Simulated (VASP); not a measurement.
BP:

```
B P
1.0
     0.00000    2.27313    2.27313
     2.27313    0.00000    2.27313
     2.27313    2.27313    0.00000
B P
1 1
Direct
  0.00000 0.00000 0.00000
  0.75000 0.75000 0.75000
```

The cell is a database's computed one.

Base run:

```yaml
Program: VASP 6.6.1
Functional: r2SCAN
Potentials_or_basis: VASP PAW PBE potentials, release 64 (B, P)
Cutoff: 450 eV
k_mesh: 14 × 14 × 14
Occupations: gaussian, width 0.02 eV
Spin: no spin polarisation
```

Its results: band gap on the k mesh 1.46 eV, indirect (least direct gap 3.63 eV); pressure -1.5 GPa.

After a change of settings the same cell gave: band gap on the k mesh 1.20 eV, indirect (least direct gap 3.37 eV); pressure -6.1 GPa. Which change was it?
A. functional from r2SCAN to HSE06; k mesh from 14 × 14 × 14 to 10 × 10 × 10
B. functional from r2SCAN to PBE0; k mesh from 14 × 14 × 14 to 10 × 10 × 10
C. functional from r2SCAN to LDA; potentials or basis from VASP PAW PBE potentials, release 64 (B, P) to VASP PAW LDA potentials, release 64 (B, P)

C.

Caveats: the PAW data sets were made with another functional, which shifts forces and pressure a little (some runs).

Runs at the PBE level aren't shown here.
